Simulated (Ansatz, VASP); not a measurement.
# WSeS in two plane-wave programs

One calculation is typed for both programs; each brings its own data sets. How far apart do they land? The cell is taken from a series of runs on this material, whose earlier steps may have relaxed, scaled, displaced or heated it; both programs get it as it stands.

Program: Ansatz 0.2.0. Level of theory: plane waves, with VASP 6.6.1 beside it; PBEsol. Results are calculated unless marked as measured.

### Step 1. The starting structure

The cell holds 3 atoms: 1 W, 1 S and 1 Se. Its edges and angles: a = 3.207 Å, b = 3.159 Å, c = 30.400 Å, α = 90.0°, β = 90.0°, γ = 120.5°. Vacuum lies along c.

### Step 2. Ansatz: zone-centre phonons, PBEsol, pair 1

Ansatz runs on its PAW soft_1 files.

Second derivatives magnify differences that forces hide, and they need a tight electronic threshold.

input.yaml reads:

```yaml
crystal:
  lattice:
    - [3.2069962185, 0.0, 0.0]
    - [-1.6034981092, 2.7217933912, 0.0]
    - [0.0, 0.0, 30.4]
  atoms:
    - { symbol: W, position: [0.3324073884, 0.6648147769, 0.3297511806] }
    - { symbol: S, position: [0.6671999225, 0.3343998449, 0.3805834166] }
    - { symbol: Se, position: [0.6670593558, 0.3341187115, 0.2732180344] }
  periodic: [true, true, false]
kpoints:
  mp_grid: { grid: [12, 12, 1] }
hamiltonian:
  xc: pbesol
  pseudopotentials: { kind: paw, azcp: { folder: soft_1 }, xc_functional: pbe }
scf:
  occupations: { method: fixed }
output:
  eigenvalues: true
phonons:
  method: dfpt
```

The run is started by

```bash
> ansatz run input.yaml --threads 4 --pin off --max-ram 16384MiB --backend cpu --events-out ev --progress --plain --runs-dir out
```

Numbers of over 12 decimals in the logs are rounded to 6 here.

Output:

```text
zone centre: on kpoints.mp_grid the ground state, and the responses unless they are solved on pairs of k-points, stand on 43 of the mesh's 144 k-points, reduced under 2 symmetry operations, with k and −k counted as one. Each operation leaves every solved displacement unchanged or reverses it
Engine: ansatz 0.2.0, aarch64-unknown-linux-gnu
Pseudopotentials: kind: paw
Pseudopotential: W, paw, valence charge 14, recommended cutoff 420 eV (normal), soft_1/W.paw.azcp
Pseudopotential: S, paw, valence charge 6, recommended cutoff 420 eV (normal), soft_1/S.paw.azcp
Pseudopotential: Se, paw, valence charge 16, recommended cutoff 420 eV (normal), soft_1/Se.paw.azcp
Functional definition: PBEsol
  exchange = pbesol_x
  correlation = pbesol_c
Crystal: 3 atoms, lattice volume = 265.355 Å³
Basis set: ecut = 420 eV, 5213 PW (Γ), exchange–correlation on 48×48×432 points (8 copies of the dense FFT grid, shifted against one another)
Bands: 22, of which v1, the nominal top of the filled ones, is band 18 counted from 1 (17 counted from 0)
Symmetry: 2 space group operations
k-points: 43 of 144 (time reversal used)
Non-local potential: W, projectors of the file, l = 0: 3, l = 1: 2, l = 2: 2, l = 3: 1
Non-local potential: S, projectors of the file, l = 0: 2, l = 1: 2, l = 2: 1
Non-local potential: Se, projectors of the file, l = 0: 2, l = 1: 2, l = 2: 3, l = 3: 1
PAW form: soft (Blöchl's): semilocal exchange-correlation on the pseudo side does not see the compensation charge
PAW frozen core: W, regenerated for the run's functional, and the local potential with it (the file was generated under x = pbe(κ = 0.804, μ = 0.219515), c = pbe(β = 0.066725))
PAW frozen core: S, regenerated for the run's functional, and the local potential with it (the file was generated under x = pbe(κ = 0.804, μ = 0.219515), c = pbe(β = 0.066725))
PAW frozen core: Se, regenerated for the run's functional, and the local potential with it (the file was generated under x = pbe(κ = 0.804, μ = 0.219515), c = pbe(β = 0.066725))
PAW one-centre angular grid: W, 590 points (default); XC on 64 Gauss nodes
PAW one-centre angular grid: S, 110 points (default); XC on 64 Gauss nodes
PAW one-centre angular grid: Se, 590 points (default); XC on 64 Gauss nodes
Initial density: superposition of atomic densities (neutral atoms: chi_scale 0, normalization atom)
Initial wavefunctions: pseudopotential atomic-orbital guess
Functional: x = pbesol(κ = 0.804, μ = 0.123457), c = pbesol(β = 0.046)
SCF iter   1: F=—  HF=-16569.300927 eV  |F-HF|=—  |Δ(HF+E_count)|=         —  Δρ=1.80e-2  dr2=1.62e0  ethr=3.10e-3  ⟨swp⟩=7.2  Hψ=5515  notcnv=0  defer=74
preconditioner: auto → Resta (q_TF=auto, 1.956 Å⁻¹)  ε∞=2.2  [insulator: Δε(μ)=1.900 eV  Ē_g=8.915 eV  n_scr=18 (ndim 8)  ℏωp=9.7 eV  f_vac=0.762  ε∞_Penn≈2.2  vacuum switching on, ρ_ref=5.8e-3 e/Å³]
SCF iter   2: F=—  HF=-16569.011814 eV  |F-HF|=—  |Δ(HF+E_count)|=   2.89e-1  Δρ=1.04e-2  dr2=1.34e0  ethr=3.10e-3  ⟨swp⟩=4.6  Hψ=2214  notcnv=0  defer=82
SCF iter   3: F=—  HF=-16568.982856 eV  |F-HF|=—  |Δ(HF+E_count)|=   2.90e-2  Δρ=7.28e-3  dr2=1.25e0  ethr=3.10e-3  ⟨swp⟩=4.4  Hψ=1620  notcnv=0  defer=78
SCF iter   4: F=—  HF=-16568.862800 eV  |F-HF|=—  |Δ(HF+E_count)|=   1.20e-1  Δρ=2.37e-3  dr2=9.54e-3  ethr=3.10e-3  ⟨swp⟩=3.3  Hψ=1519  notcnv=0  defer=74
SCF iter   5: F=—  HF=-16568.873494 eV  |F-HF|=—  |Δ(HF+E_count)|=   1.07e-2  Δρ=1.22e-3  dr2=1.69e-2  ethr=2.65e-5  ⟨swp⟩=4.8  Hψ=2638  notcnv=0  defer=86
SCF iter   6: F=—  HF=-16568.870577 eV  |F-HF|=—  |Δ(HF+E_count)|=   2.92e-3  Δρ=3.53e-4  dr2=6.78e-4  ethr=2.65e-5  ⟨swp⟩=3.7  Hψ=1777  notcnv=0  defer=86
SCF iter   7: F=—  HF=-16568.870735 eV  |F-HF|=—  |Δ(HF+E_count)|=   1.59e-4  Δρ=3.94e-4  dr2=1.27e-3  ethr=1.88e-6  ⟨swp⟩=4.0  Hψ=2403  notcnv=0  defer=86
SCF iter   8: F=—  HF=-16568.870544 eV  |F-HF|=—  |Δ(HF+E_count)|=   1.91e-4  Δρ=8.50e-5  dr2=3.20e-5  ethr=1.88e-6  ⟨swp⟩=3.2  Hψ=1825  notcnv=0  defer=86
SCF iter   9: F=—  HF=-16568.870547 eV  |F-HF|=—  |Δ(HF+E_count)|=   2.49e-6  Δρ=2.04e-5  dr2=3.75e-6  ethr=8.89e-8  ⟨swp⟩=3.8  Hψ=2150  notcnv=0  defer=83
SCF iter  10: F=—  HF=-16568.870540 eV  |F-HF|=—  |Δ(HF+E_count)|=   7.22e-6  Δρ=8.99e-6  dr2=3.38e-7  ethr=1.04e-8  ⟨swp⟩=3.0  Hψ=1858  notcnv=0  defer=81
SCF iter  11: F=—  HF=-16568.870540 eV  |F-HF|=—  |Δ(HF+E_count)|=   4.74e-8  Δρ=2.21e-6  dr2=1.58e-8  ethr=9.40e-10  ⟨swp⟩=3.6  Hψ=1823  notcnv=0  defer=81
SCF iter  12: F=—  HF=-16568.870540 eV  |F-HF|=—  |Δ(HF+E_count)|=   9.05e-9  Δρ=9.12e-7  dr2=2.33e-8  ethr=4.39e-11  ⟨swp⟩=3.3  Hψ=2122  notcnv=0  defer=81
SCF iter  13: F=—  HF=-16568.870540 eV  |F-HF|=—  |Δ(HF+E_count)|=  7.49e-10  Δρ=4.88e-7  dr2=9.00e-10  ethr=4.39e-11  ⟨swp⟩=2.9  Hψ=1242  notcnv=0  defer=81
SCF iter  14: F=-16568.870540 eV  HF=-16568.870540 eV  |F-HF|=2.15e-10  |Δ(HF+E_count)|=  1.56e-10  Δρ=1.55e-7  dr2=4.81e-11  ethr=1.00e-12  ⟨swp⟩=18.3  Hψ=10424  notcnv=0
SCF 1 converged in 14 iterations: F = -16568.870540 eV  dr2 = 4.81e-11
  greatest PAW one-centre occupation: 1.000 electrons in one spin orbital (limit 2), on the Se atom at site 2 (counted from 0), in its partial waves of l = 2
DFPT response loops at Γ: preconditioner auto → none (the input reference at scf.mixing.eps_inf says where Resta's filter doesn't serve); β = 0.50; Broyden in place of MSR1
SCF converged after 14 iterations
Free energy (F): -16568.870540 eV
Harris-Foulkes:  -16568.870540 eV  (|F-HF|=2.15e-10)
Internal energy: -16568.870540 eV  (E = F + TS)
E sigma→0 (E₀):  -16568.870540 eV
Fermi energy:    -5.420124 eV
--- Per-component energies (eV) ---
  E_band       = -1143.198262
  E_kinetic    = 641.282402
  E_local      = -85355.071127  (includes V_loc(G=0)·N_el)
  E_nonlocal   = -340.656490
  E_hartree    = 42339.922505
  E_xc         = -439.784275
  E_vxc        = -405.734450  (∫ρ·V_xc dr)
  E_paw        = -11129.633925  (= ΣΔE_a)
  E_vpaw       = -362.863041  (= ΣTr[D̂ρ^β])
  E_aug_tail   = -0.000207  (compensation charges beyond the density's cutoff)
  E_ewald      = 37713.778317
  E_core_change = 1.292259  (= ΣΔE_core)
  E_smearing   = -0.000000  (= −TS)
  E_closure    = -0.000000  (closes the sum)
  Σ components = -16568.870540   (vs F -16568.870540, Δ=0.00e0)
--- Band table (eV; the first three rows and the last of 43) ---
  k-point 0: bands = [... 14 lower, -7.8539, -6.6364, -6.4641, -5.6905, -2.3702, -2.2431 (-2.2431°), -2.1386, -1.9302]
  k-point 1: bands = [... 14 lower, -7.9208, -6.8125, -6.5385, -5.6990, -2.4522, -2.3827, -2.3601, -2.0765]
  k-point 2: bands = [... 14 lower, -7.8960, -7.1140, -6.7909, -5.8644, -3.1257, -2.6379, -2.5082, -1.6316]
  k-point 42: bands = [... 14 lower, -8.9958, -8.7823, -7.4174, -5.8834, -3.1541, -2.2561, -2.0867, -0.3515]
  ° read free of the cell's end (the report's vacuum.weakly_bound_levels)
--- Phonons (Γ-DFPT): 9 representative perturbations + reference, on 43 of 144 k-points (Σ response iterations 38) ---
  k mesh reduced under 2 symmetry operations, with k and −k counted as one. Each operation leaves every solved displacement unchanged or reverses it
  ASR residual: 9.192e-5 → 0.000e0 eV/Å²; symmetrization residual: 9.365e-6 eV/Å²
  ASR residual per site (eV/Å²): 9.19e-5 5.22e-5 8.35e-5
  Γ frequencies (cm⁻¹): 0.00 0.00 0.00 202.48 204.41 281.71 332.07 336.11 422.92
  non-analytic LO–TO correction: not included (Born effective charges unavailable; polar crystals: no LO–TO splitting at Γ)
```

In the SCF lines HF is the Harris–Foulkes energy and dr2 the Hartree energy of the density residual, in eV; the loop may stop once dr2 is under the threshold and the program's other checks hold. Hψ counts applications of the Hamiltonian.

(Continued in part 2 of 3.)

[Lines on the potential files, build, host, timing and source positions are cut from VASP's logs without a mark.]

[Logs are printed without paths, hosts, clocks, repeated set-up lines and the standing remarks that a program may print on its own settings, such as how far it seeks lower states.]

[Hosts, paths, dates, database ids (printed as entryN), source tags and the programs' standing remarks are cut or masked in the printed files.]
